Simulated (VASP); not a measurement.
Energy against volume of NiSi₂ (fluorite). Calculation: PBE GGA with D3 dispersion (Becke-Johnson damping), VASP's PBE PAW potentials (set 64) (plane waves; VASP). Numerical set-up: 520 eV cut-off, 10×10×10 Γ-centred mesh, first-order Methfessel-Paxton smearing of 0.10 eV, potentials Si Ni.

```tsv
V (Å³/atom)	E (eV/atom)
12.637	-6.22824
13.028	-6.23309
13.419	-6.22606
13.810	-6.20921
```

Question: Fit these four points and predict the energy of the run at 12.246 Å³/atom.

Answer: A cubic in V^(−2/3), the third-order Birch-Murnaghan form, passes through the four points with V0 = 12.98 Å³/atom and B0 = 165 GPa, and gives -6.2091 eV/atom there. The run gave -6.2095 eV/atom, -0.4 meV/atom from the fit; all five points give B0 = 163 GPa.

The compound is NiSi2 in the fluorite structure. It was relaxed first. The run is not spin-polarised, so no magnetic state was tried.
